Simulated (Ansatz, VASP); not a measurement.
# Ni (Nickel) in two plane-wave programs, part 2 of 2

Wanted: the spread between two codes on one cell, functional and k mesh. The cell is taken from a series of runs on this material, whose earlier steps may have relaxed, scaled, displaced or heated it; both programs get it as it stands.

VASP 6.6.1 and Ansatz 0.2.0.

So far. Step 5 (Ansatz: single point, PBEsol, pair 2): The run ends at a pressure of 72.76 GPa.

### Step 6. VASP: single point, PBEsol, pair 2

Level of this step: PBEsol, spin-polarised from a ferromagnetic start (one magnetic atom a cell); plane waves and PAW (Ni) (VASP).

The same cell, functional, mesh and smearing now go to VASP, with its own data sets.

INCAR reads:

```
SYSTEM = Ni
PREC = Accurate
ENCUT = 600
EDIFF = 1E-06
NELM = 200
ISMEAR = -1
SIGMA = 0.1
LREAL = .FALSE.
ALGO = Normal
GGA = PS
NBANDS = 12
ISPIN = 2
MAGMOM = 0.57
LASPH = .TRUE.
LMAXMIX = 4
LORBIT = 11
LWAVE = .FALSE.
LCHARG = .FALSE.
ISIF = 2
GGA_COMPAT = .FALSE.
```

POSCAR reads:

```
Ni
1.0
    0.0000000000      1.6218900800      1.6218900800
    1.6218900800      0.0000000000      1.6218900800
    1.6218900800      1.6218900800      0.0000000000
Ni
1
Direct
    0.0000000000      0.0000000000      0.0000000000
```

KPOINTS reads:

```
Automatic mesh
0
Gamma
21 21 21
0 0 0
```

PAW data sets: Ni (PBE family, release 64).

Command:

```
> mpirun -np 1 vasp_std
```

Numbers of over 12 decimals in the logs are rounded to 6 here.

Log:

```text
[banner, memory and clock lines left out]
running    1 mpi-ranks, on    1 nodes
[...]
[... a notice as in an earlier step ...]

 LDA part: xc-table for (Slater+PW92), standard interpolation
 POSCAR, INCAR and KPOINTS ok, starting setup
[...]
entering main loop
       N       E                     dE             d eps       ncg     rms          rms(c)
DAV:   1     0.329373138126E+02    0.32937E+02   -0.49662E+03 14328   0.127E+03
DAV:   2    -0.572609531614E+01   -0.38663E+02   -0.36290E+02 14612   0.193E+02
DAV:   3    -0.693428803939E+01   -0.12082E+01   -0.11963E+01 15800   0.360E+01
DAV:   4    -0.694269126848E+01   -0.84032E-02   -0.84007E-02 15912   0.278E+00
[...]
DAV:  11    -0.581842243361E+01    0.20892E-04   -0.99710E-05 19332   0.105E-01    0.295E-02
DAV:  12    -0.581842401806E+01   -0.15845E-05   -0.21653E-06 13536   0.182E-02    0.688E-03
DAV:  13    -0.581842429190E+01   -0.27384E-06   -0.50170E-07  8868   0.753E-03
   1 F= -.58184243E+01 E0= -.57962107E+01  d E =-.444271E-01  mag=     0.5376
```

From OUTCAR (step 6):

```text
  Total        3.8216871      3.8216871      3.8216871      0.0000000      0.0000000     -0.0000000
  in kB      717.5818759    717.5818759    717.5818759      0.0000000      0.0000000     -0.0000000
  external PRESSURE =     717.5818759 kB  Pullay stress =       0.0000000 kB

 POSITION                                       TOTAL-FORCE (eV/Angst)
 -----------------------------------------------------------------------------------
      0.00000      0.00000      0.00000         0.000000     -0.000000      0.000000
 -----------------------------------------------------------------------------------
    total drift:                                0.000000     -0.000000      0.000000

  FREE ENERGIE OF THE ION-ELECTRON SYSTEM (eV)
  ---------------------------------------------------
  free  energy   TOTEN  =        -5.8184242919 eV

  energy  without entropy=       -5.7739971506  energy(sigma->0) =       -5.79621072

 magnetization (x)
# of ion       s       p       d       tot
------------------------------------------
    1       -0.006  -0.022   0.556   0.528

[... 1 part as in an earlier step ...]

[... 2 further parts left out ...]
[key lines of the parts left out:]
E-fermi :  13.0893
```

The run ends at a pressure of 71.76 GPa.

### Step 7. Side by side

What differs besides the data sets and the points named for the pairs above, as far as they apply: the data sets hold 18 valence electrons in Ansatz (on its default PAW (the set named soft_2) files) and 10 in VASP. Total energies have different zeros and are not compared.

The two programs side by side:

| quantity | Ansatz | VASP | difference |
| --- | --- | --- | --- |
| pressure (GPa) | 72.76 | 71.76 | +1.00 |
| total moment (μB) | 0.54 | 0.54 | +0.01 |
| moment on Ni1 (μB) | 0.57 | 0.53 | +0.04 |

### Step 8. Ansatz: single point, PBEsol, pair 3

With cell and atoms fixed, the geometry can't cause a difference; cores, projectors, grids and the points listed under the comparison can.

The cell is taken from a series of runs on this material, whose earlier steps may have relaxed, scaled, displaced or heated it; both programs get it as it stands.

input.yaml reads:

```yaml
crystal:
  lattice:
    - [0.0, 1.62189008, 1.62189008]
    - [1.62189008, 0.0, 1.62189008]
    - [1.62189008, 1.62189008, 0.0]
  atoms:
    - { symbol: Ni, position: [0.0, 0.0, 0.0], spin: 0.3 }
magnetization:
  spin_polarized: true
kpoints:
  mp_grid: { grid: [21, 21, 21] }
hamiltonian:
  xc: pbesol
scf:
  occupations: { method: fermi_dirac, width: 0.1 }
  max_iter: 120
  convergence: { dr2_threshold: 1.0e-08 }
basis:
  ecutwfc: 420.0
output:
  stress: true
```

Command:

```
> ansatz run input.yaml --threads 1 --pin off --max-ram 2560MiB --backend cpu --events-out ev --progress --plain --runs-dir out
```

Log:

```text
[...]
Crystal: 1 atoms, lattice volume = 8.533 Å³
Basis set: ecut = 420 eV, 169 PW (Γ)
Bands: 14, of which v1, the nominal top of the filled ones, is band 9 counted from 1 (8 counted from 0)
Symmetry: 48 space group operations
[...]
k-points: 286 of 9261
[...]
Internal energy: -5804.607040 eV  (E = F + TS)
E sigma→0 (E₀):  -5804.628906 eV
Entropy (-TS):   -0.043731 eV (-43.731 meV/atom)
Fermi energy:    24.263921 eV
[...]
--- Stress (GPa, compression-positive) ---
       72.763514      -0.000000      -0.000000
       -0.000000      72.763514      -0.000000
        0.000000       0.000000      72.763514
  P = ⅓ Tr σ = 72.7635 GPa (727.635 kbar)
[key lines of the parts left out:]
SCF converged after 9 iterations
Magnetization: 0.5443 μB (9.2721 up, 8.7279 down)
Free energy (F): -5804.650771 eV
```

The run ends at a pressure of 72.76 GPa.

### Step 9. VASP: single point, PBEsol, pair 3

The same cell, functional, mesh and smearing now go to VASP, with its own data sets.

INCAR is that of step 6.

POSCAR is that of step 6.

KPOINTS is that of step 6.

Command:

```
> mpirun -np 1 vasp_std
```

Log:

```text
[... set-up lines as in an earlier step ...]
 entering main loop
       N       E                     dE             d eps       ncg     rms          rms(c)
[... 13 cycles as in an earlier step ...]
   1 F= -.58184243E+01 E0= -.57962107E+01  d E =-.444271E-01  mag=     0.5376
```

OUTCAR, selected parts (step 9):

```text
[... 7 parts as in an earlier step ...]

[... 1 further part left out ...]
[key lines of the parts left out:]
E-fermi :  13.0893
```

The run ends at a pressure of 71.76 GPa.

### Step 10. Side by side

What differs besides the data sets and the points named for the pairs above, as far as they apply: the data sets hold 18 valence electrons in Ansatz (on its default PAW (the set named soft_2) files) and 10 in VASP. Total energies have different zeros and are not compared.

The two programs side by side:

| quantity | Ansatz | VASP | difference |
| --- | --- | --- | --- |
| pressure (GPa) | 72.76 | 71.76 | +1.01 |
| total moment (μB) | 0.54 | 0.54 | +0.01 |
| moment on Ni1 (μB) | 0.57 | 0.53 | +0.04 |

### Step 11. Outcome

```json
{
 "difference in total moment (single point, PBEsol, pair 1)": "0.0072 μB",
 "difference in pressure (single point, PBEsol, pair 1)": "1.2 GPa",
 "difference in total moment (single point, PBEsol, pair 2)": "0.0067 μB",
 "difference in pressure (single point, PBEsol, pair 2)": "1.0 GPa",
 "difference in total moment (single point, PBEsol, pair 3)": "0.0067 μB",
 "difference in pressure (single point, PBEsol, pair 3)": "1.0 GPa"
}
```

The difference in pressure is 1.2 GPa (single point, PBEsol, pair 1), beyond the 1 GPa picked in this series as the mark of a large difference. The data sets hold unlike numbers of valence electrons (18 in Ansatz and 10 in VASP), so part of the differences comes from the potentials. 5 further runs of this series are not shown here. How closely two codes agree says nothing of how well the functional describes the real material.

[Lines on the potential files, build, host, timing and source positions are cut from VASP's logs without a mark.]

[Logs are printed without paths, hosts, clocks, repeated set-up lines and the standing remarks that a program may print on its own settings, such as how far it seeks lower states.]

[Hosts, paths, dates, database ids (printed as entryN), source tags and the programs' standing remarks are cut or masked in the printed files.]
